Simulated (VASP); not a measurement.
Input:

```xyz
1
Lattice="-2.5100 2.5100 2.5100 2.5100 -2.5100 2.5100 2.5100 2.5100 -2.5100" Properties=species:S:1:pos:R:3 pbc="T T T"
Ba     0.0000     0.0000     0.0000
```

These are LDA (Ceperley-Alder, Perdew-Zunger), VASP's LDA PAW potentials (set 64) (plane waves; VASP) values and carry that method's errors. Run with 520 eV cut-off, 9×9×9 Γ-centred mesh, first-order Methfessel-Paxton smearing of 0.10 eV, potentials Ba_sv.

Energy and stress use the plane-wave basis of the starting cell.

Problem. The ions, cell shape and volume are relaxed. What does this cell relax into?

Solution. 
```xyz
1
Lattice="-2.3824 2.3824 2.3824 2.3824 -2.3824 2.3824 2.3824 2.3824 -2.3824" Properties=species:S:1:pos:R:3 pbc="T T T"
Ba     4.7648     0.0000     0.0000
```
Space group Im-3m (229), at a tolerance of 0.03 Å.

Problem. How do energy and volume change from the first to the last step?

Solution. The energy (σ→0) changes by -38.8 meV/atom and the volume by -14.5 %, in 4 ionic steps.

The compound is Ba in the bcc structure. This run relaxes it. Symmetry was kept, so distortions that lower it aren't found.
